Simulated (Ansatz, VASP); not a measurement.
# AlGa in VASP and in Ansatz

Contents of INCAR:

```
PREC = Accurate
ENCUT = 600
EDIFF = 1E-6
ISMEAR = 0
SIGMA = 0.1
LREAL = False
LASPH = True
NELM = 60
ALGO = Normal
ISIF = 3
LWAVE = False
LCHARG = False
GGA = PE
IBRION = 2
NSW = 90
EDIFFG = -0.04
```

Contents of KPOINTS:

```
regular mesh
0
Gamma
  6 6 6
```

Contents of POSCAR:

```
AlGa
1.0
    0.0000000000      2.6585611600      2.6585611600
    2.6585611600      0.0000000000      2.6585611600
    2.6585611600      2.6585611600      0.0000000000
Al Ga
1 1
Direct
    0.5000000000      0.5000000000      0.5000000000
    0.0000000000      0.0000000000      0.0000000000
```

Input for Ansatz:

```yaml
crystal:
  lattice:
    - [0.0, 2.65856116, 2.65856116]
    - [2.65856116, 0.0, 2.65856116]
    - [2.65856116, 2.65856116, 0.0]
  atoms:
    - { symbol: Al, position: [0.5, 0.5, 0.5] }
    - { symbol: Ga, position: [0.0, 0.0, 0.0] }
basis:
  ecutwfc: 420
kpoints:
  mp_grid: { grid: [6, 6, 6] }
hamiltonian:
  xc: pbe
scf:
  occupations: { method: gaussian, width: 0.1 }
  lower_state_search: "off"
output:
  forces: true
  stress: true
  eigenvalues: true
relax:
  adjacent_minimum: "off"
  f_tol: 0.04
  max_steps: 70
  cell: { stress_tol: 0.4 }
```

Alike in both runs: task relaxation of cell and atoms; functional PBE; k mesh 6 × 6 × 6; occupations gaussian, width 0.1 eV; no spin polarisation.

|  | VASP | Ansatz |
| --- | --- | --- |
| version | VASP 6.6.1 | Ansatz 0.2.0 |
| potentials or method | VASP PAW PBE potentials, release 64 (Al, Ga_d) | scalar-relativistic, plane waves, PAW |
| plane-wave cutoff (eV) | 600 | 420 |
| valence electrons in the cell | 16 | 16 |

```tsv
	VASP	Ansatz	Ansatz less VASP
gap on the k mesh at the Fermi level, each at its own relaxed structure (eV)	none	none	-
relaxed volume (Å³/atom)	19.50	19.39	-0.109
relaxed cell length with the largest relative difference (Å)	3.806	3.799	-0.0071
energy change over the relaxation (meV/atom)	-5	-5	+0.1
```

A gap of «none» marks a metal or a gap that the smearing closes.
